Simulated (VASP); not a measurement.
Computed with PBE GGA, VASP's PBE PAW potentials (set 64) (plane waves; VASP 6.6.1).

A VASP calculation is set up with these files.

KPOINTS:
```
Automatic mesh
0
Gamma
10 10 10
0 0 0
```

### INCAR
```
SYSTEM = AuZn
PREC = Accurate
ENCUT = 520
EDIFF = 1E-6
NELM = 100
ALGO = Normal
LREAL = .FALSE.
LASPH = .TRUE.
ISMEAR = 1
SIGMA = 0.1
GGA = PE
LMAXMIX = 6
LWAVE = .FALSE.
LCHARG = .FALSE.
IBRION = 2
ISIF = 3
NSW = 60
EDIFFG = -0.01
```

**POSCAR**
```
AuZn
1
    3.1500000000     0.0000000000     0.0000000000
    0.0000000000     3.1500000000     0.0000000000
    0.0000000000     0.0000000000     3.1500000000
Zn Au
1 1
Direct
  0.5000000000   0.5000000000   0.5000000000
  0.0000000000   0.0000000000   0.0000000000
```

POTCAR, in this order: Zn Au (PBE.64 set). Program: vasp_std.

What VASP printed:

### OSZICAR
```
       N       E                     dE             d eps       ncg     rms          rms(c)
DAV:   1     0.126333088465E+03    0.12633E+03   -0.11811E+04  1728   0.197E+03
DAV:   2    -0.114020517701E+01   -0.12747E+03   -0.12342E+03  1792   0.346E+02
DAV:   3    -0.516858547775E+01   -0.40284E+01   -0.40153E+01  1995   0.696E+01
DAV:   4    -0.519423550297E+01   -0.25650E-01   -0.25648E-01  1953   0.490E+00
DAV:   5    -0.519451679662E+01   -0.28129E-03   -0.28129E-03  2037   0.526E-01    0.849E+00
DAV:   6    -0.476915186572E+01    0.42536E+00   -0.14648E+00  1736   0.144E+01    0.538E+00
DAV:   7    -0.474324916478E+01    0.25903E-01   -0.36045E-02  2225   0.430E+00    0.285E+00
DAV:   8    -0.473501043078E+01    0.82387E-02   -0.99927E-03  1885   0.119E+00    0.143E-01
DAV:   9    -0.473503315517E+01   -0.22724E-04   -0.36902E-04  1928   0.254E-01    0.736E-02
DAV:  10    -0.473504539484E+01   -0.12240E-04   -0.43196E-05  2141   0.118E-01    0.178E-02
DAV:  11    -0.473504560387E+01   -0.20903E-06   -0.10422E-05  1855   0.803E-02    0.379E-03
DAV:  12    -0.473504554802E+01    0.55852E-07   -0.20955E-07   945   0.120E-02
   1 F= -.47350455E+01 E0= -.47349201E+01  d E =-.473505E+01
       N       E                     dE             d eps       ncg     rms          rms(c)
DAV:   1    -0.582754719392E+01   -0.10925E+01   -0.16758E+01  1680   0.786E+01    0.719E+00
DAV:   2    -0.483028733052E+01    0.99726E+00   -0.30934E+00  1869   0.308E+01    0.276E+00
DAV:   3    -0.476385591760E+01    0.66431E-01   -0.12457E-01  1952   0.459E+00    0.187E+00
DAV:   4    -0.474183736913E+01    0.22019E-01   -0.22025E-02  2370   0.289E+00    0.229E-01
DAV:   5    -0.474078279509E+01    0.10546E-02   -0.41129E-03  1743   0.814E-01    0.556E-02
DAV:   6    -0.474080083244E+01   -0.18037E-04   -0.28441E-04  1792   0.166E-01    0.271E-02
DAV:   7    -0.474080243735E+01   -0.16049E-05   -0.57652E-05  2232   0.109E-01    0.452E-03
DAV:   8    -0.474080258409E+01   -0.14674E-06   -0.28484E-06  1441   0.194E-02
   2 F= -.47408026E+01 E0= -.47406182E+01  d E =-.575704E-02
       N       E                     dE             d eps       ncg     rms          rms(c)
DAV:   1    -0.497397412805E+01   -0.23317E+00   -0.32735E+00  1708   0.318E+01    0.315E+00
DAV:   2    -0.476467509326E+01    0.20930E+00   -0.74594E-01  1918   0.204E+01    0.101E+00
DAV:   3    -0.475377237310E+01    0.10903E-01   -0.27985E-02  1694   0.199E+00    0.678E-01
DAV:   4    -0.475040917515E+01    0.33632E-02   -0.17721E-03  2483   0.138E+00    0.296E-01
DAV:   5    -0.474939495842E+01    0.10142E-02   -0.77552E-04  2221   0.449E-01    0.293E-02
DAV:   6    -0.474939538912E+01   -0.43070E-06   -0.10216E-04  1785   0.134E-01    0.113E-02
DAV:   7    -0.474939589645E+01   -0.50734E-06   -0.23918E-06  1520   0.581E-02
   3 F= -.47493959E+01 E0= -.47492918E+01  d E =-.143503E-01
```

OUTCAR:
```
------------------------ aborting loop because EDIFF is reached ----------------------------------------
  FORCE on cell =-STRESS in cart. coord.  units (eV):
  Direction    XX          YY          ZZ          XY          YZ          ZX
  --------------------------------------------------------------------------------------
  Total        0.0193010      0.0193010      0.0193010     -0.0000000      0.0000000     -0.0000000
  in kB        0.9562049      0.9562049      0.9562049     -0.0000000      0.0000000     -0.0000000
  external PRESSURE =       0.9562049 kB  Pullay stress =       0.0000000 kB
  volume of cell :       32.34
      direct lattice vectors                 reciprocal lattice vectors
     3.186005157  0.000000000 -0.000000000     0.313872687  0.000000000  0.000000000
    -0.000000000  3.186005157  0.000000000    -0.000000000  0.313872687 -0.000000000
    -0.000000000  0.000000000  3.186005157     0.000000000 -0.000000000  0.313872687
 POSITION                                       TOTAL-FORCE (eV/Angst)
 -----------------------------------------------------------------------------------
      1.59300      1.59300      1.59300        -0.000000      0.000000      0.000000
      0.00000      0.00000      0.00000         0.000000     -0.000000      0.000000
 -----------------------------------------------------------------------------------
    total drift:                                0.000000      0.000000     -0.000000
  FREE ENERGIE OF THE ION-ELECTRON SYSTEM (eV)
  ---------------------------------------------------
  free  energy   TOTEN  =        -4.7493958965 eV

  energy  without entropy=       -4.7490836597  energy(sigma->0) =       -4.74929182

 reached required accuracy - stopping structural energy minimisation
```
(Selected blocks of OUTCAR.)

File CONTCAR:
```
AuZn
   1.00000000000000
     3.1860051571524202    0.0000000000000000   -0.0000000000000000
    -0.0000000000000000    3.1860051571524202    0.0000000000000000
    -0.0000000000000000    0.0000000000000000    3.1860051571524202
  Zn              Au
     1     1
Direct
     0.5000000000000000    0.5000000000000000    0.5000000000000000
     0.0000000000000000    0.0000000000000000    0.0000000000000000
```

Energy and stress use the plane-wave basis of the starting cell.

The compound is AuZn in the CsCl type structure. This run relaxes it. Symmetry was kept, so distortions that lower it aren't found. The electron count is odd and the run is not spin-polarised, which forces a metal.
